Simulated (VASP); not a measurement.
These are r2SCAN meta-GGA, VASP's PBE PAW potentials (set 64) (plane waves; VASP) values and carry that method's errors.

Input for VASP

**INCAR**
```
! general
SYSTEM =Cd
PREC   =Accurate
ENCUT  =400   ! plane-wave cut-off (eV)
LREAL  =.FALSE.
LASPH  =.TRUE.

! electronic loop
EDIFF  =1E-6   ! SCF stop (eV)
NELM   =100
ALGO   =Normal
LMAXMIX=4
LMIXTAU=.TRUE.

! smearing
ISMEAR =1   ! Methfessel-Paxton
SIGMA  =0.1

! functional
METAGGA=R2SCAN

! ions
IBRION =2
NSW    =60   ! most ionic steps
ISIF   =3   ! ions, shape and volume
EDIFFG =-0.01

! output
LWAVE  =.FALSE.
LCHARG =.FALSE.
```

File POSCAR:
```
Cd
1
    2.9241994679     0.0000000000    -0.0000000000
    0.0000000000     2.9241994679    -0.0000000000
   -0.0000000000     0.0000000000     2.9241994679
Cd
1
Direct
  0.0000000000   0.0000000000   0.0000000000
```

**KPOINTS**
```
Automatic mesh
0
gamma
  11 11 11
0 0 0
```

POTCAR, in this order: Cd (PBE.64 set). Program: vasp_std.

What VASP printed:

File OSZICAR:
```
       N       E                     dE             d eps       ncg     rms          rms(c)
DAV:   1     0.336448606446E+02    0.33645E+02   -0.61619E+03  1232   0.956E+02
DAV:   2    -0.226115047036E+02   -0.56256E+02   -0.53592E+02  1158   0.240E+02
DAV:   3    -0.235914820147E+02   -0.97998E+00   -0.97974E+00  1292   0.369E+01
DAV:   4    -0.235928443522E+02   -0.13623E-02   -0.13623E-02  1240   0.125E+00
DAV:   5    -0.235928493074E+02   -0.49552E-05   -0.49554E-05  1250   0.725E-02    0.292E+00
DAV:   6    -0.198754247034E+02    0.37174E+01   -0.31037E+00  1208   0.264E+01    0.455E+00
DAV:   7    -0.199331648045E+02   -0.57740E-01   -0.11612E-01  1172   0.502E+00    0.249E+00
DAV:   8    -0.198634550677E+02    0.69710E-01   -0.10641E-01  1128   0.377E+00    0.404E-01
DAV:   9    -0.199106634270E+02   -0.47208E-01   -0.14519E-01  1128   0.311E+00    0.194E-01
DAV:  10    -0.199381443822E+02   -0.27481E-01   -0.20808E-02  1140   0.152E+00    0.317E-01
DAV:  11    -0.199281996709E+02    0.99447E-02   -0.18337E-02  1124   0.138E+00    0.600E-02
DAV:  12    -0.199319369039E+02   -0.37372E-02   -0.68243E-04  1216   0.208E-01    0.482E-02
DAV:  13    -0.199368023579E+02   -0.48655E-02   -0.39911E-03  1120   0.491E-01    0.979E-03
DAV:  14    -0.199370595909E+02   -0.25723E-03   -0.25973E-04  1208   0.144E-01    0.183E-02
DAV:  15    -0.199369473087E+02    0.11228E-03   -0.31421E-04  1134   0.151E-01    0.172E-02
DAV:  16    -0.199370529137E+02   -0.10560E-03   -0.33042E-05  1164   0.435E-02    0.134E-02
DAV:  17    -0.199370936301E+02   -0.40716E-04   -0.26438E-05  1128   0.439E-02    0.753E-03
DAV:  18    -0.199370974958E+02   -0.38657E-05   -0.77162E-06  1220   0.239E-02    0.171E-03
DAV:  19    -0.199370977470E+02   -0.25125E-06   -0.17083E-07   628   0.411E-03
   1 F= -.19937098E+02 E0= -.19937036E+02  d E =-.199371E+02
       N       E                     dE             d eps       ncg     rms          rms(c)
DAV:   1    -0.199375437292E+02   -0.44623E-03   -0.91617E-03  1240   0.140E+00    0.159E-01
DAV:   2    -0.199371097472E+02    0.43398E-03   -0.13011E-03  1232   0.516E-01    0.438E-02
DAV:   3    -0.199371079146E+02    0.18326E-05   -0.55323E-05  1180   0.101E-01    0.380E-02
DAV:   4    -0.199370662539E+02    0.41661E-04   -0.79305E-05  1196   0.830E-02    0.831E-03
DAV:   5    -0.199371035322E+02   -0.37278E-04   -0.46321E-05  1190   0.704E-02    0.237E-03
DAV:   6    -0.199371057356E+02   -0.22034E-05   -0.38102E-06  1146   0.173E-02    0.192E-03
DAV:   7    -0.199371062590E+02   -0.52340E-06   -0.17555E-07   594   0.478E-03
   2 F= -.19937106E+02 E0= -.19937044E+02  d E =-.851197E-05
```

OUTCAR:
```
------------------------ aborting loop because EDIFF is reached ----------------------------------------
  FORCE on cell =-STRESS in cart. coord.  units (eV):
  Direction    XX          YY          ZZ          XY          YZ          ZX
  --------------------------------------------------------------------------------------
  Total       -0.0014135     -0.0014135     -0.0014135      0.0000000      0.0000000     -0.0000000
  in kB       -0.0904148     -0.0904148     -0.0904148      0.0000000      0.0000000     -0.0000000
  external PRESSURE =      -0.0904148 kB  Pullay stress =       0.0000000 kB
  volume of cell :       25.05
      direct lattice vectors                 reciprocal lattice vectors
     2.925860886  0.000000000 -0.000000000     0.341779749 -0.000000000 -0.000000000
     0.000000000  2.925860886 -0.000000000    -0.000000000  0.341779749 -0.000000000
     0.000000000  0.000000000  2.925860886     0.000000000  0.000000000  0.341779749
 POSITION                                       TOTAL-FORCE (eV/Angst)
 -----------------------------------------------------------------------------------
      0.00000      0.00000      0.00000        -0.000000     -0.000000      0.000000
 -----------------------------------------------------------------------------------
    total drift:                               -0.000000      0.000000     -0.000000
  FREE ENERGIE OF THE ION-ELECTRON SYSTEM (eV)
  ---------------------------------------------------
  free  energy   TOTEN  =       -19.9371062590 eV

  energy  without entropy=      -19.9369180423  energy(sigma->0) =      -19.93704352

 reached required accuracy - stopping structural energy minimisation
```
(Selected blocks of OUTCAR.)

CONTCAR:
```
Cd
   1.00000000000000
     2.9258608863628783    0.0000000000000000   -0.0000000000000000
     0.0000000000000000    2.9258608863628783   -0.0000000000000000
     0.0000000000000000    0.0000000000000000    2.9258608863628783
  Cd
     1
Direct
     0.0000000000000000    0.0000000000000000    0.0000000000000000
```

File OUTCAR:
```
 val. band max:        1.7573847449   @ k =   0.4545   0.2727   0.0000

 cond. band min:       1.9406198698   @ k =   0.4545   0.2727   0.0909


 Fermi energy:         1.9142928180

 k-point     1 :       0.0000    0.0000    0.0000
  band No.  band energies     occupation
      1      -8.3647      2.00000
      2      -8.3647      2.00000
      3      -6.8069      2.00000
      4      -6.8069      2.00000
      5      -6.8069      2.00000
      6      -6.3212      2.00000
      7      12.4322      0.00000
      8      12.4322      0.00000
      9      12.4322      0.00000
     10      16.0591      0.00000

 k-point     2 :       0.0909    0.0000    0.0000
  band No.  band energies     occupation
      1      -8.3543      2.00000
      2      -8.2926      2.00000
      3      -6.8453      2.00000
      4      -6.8453      2.00000
      5      -6.8036      2.00000
      6      -6.1539      2.00000
      7      10.6084      0.00000
      8      12.6429      0.00000
      9      12.6429      0.00000
     10      16.1181      0.00000

 k-point     3 :       0.1818    0.0000    0.0000
  band No.  band energies     occupation
      1      -8.3260      2.00000
      2      -8.1143      2.00000
      3      -6.9464      2.00000
      4      -6.9464      2.00000
      5      -6.7945      2.00000
      6      -5.6288      2.00000
      7       7.8177      0.00000
      8      13.2546      0.00000
      9      13.2546      0.00000
     10      16.2952      0.00000

 k-point     4 :       0.2727    0.0000    0.0000
  band No.  band energies     occupation
      1      -8.2888      2.00000
      2      -7.9089      2.00000
      3      -7.0759      2.00000
      4      -7.0759      2.00000
      5      -6.7831      2.00000
      6      -4.7096      2.00000
      7       5.0977      0.00000
      8      14.2069      0.00000
      9      14.2069      0.00000
     10      16.5861      0.00000

 k-point     5 :       0.3636    0.0000    0.0000
...
```

The structure was generated: Cd was put into the simple-cubic type (Pm-3m), which need not be its known phase. This run relaxes it. Symmetry was kept, so distortions that lower it aren't found. The start is the result of an earlier pass.
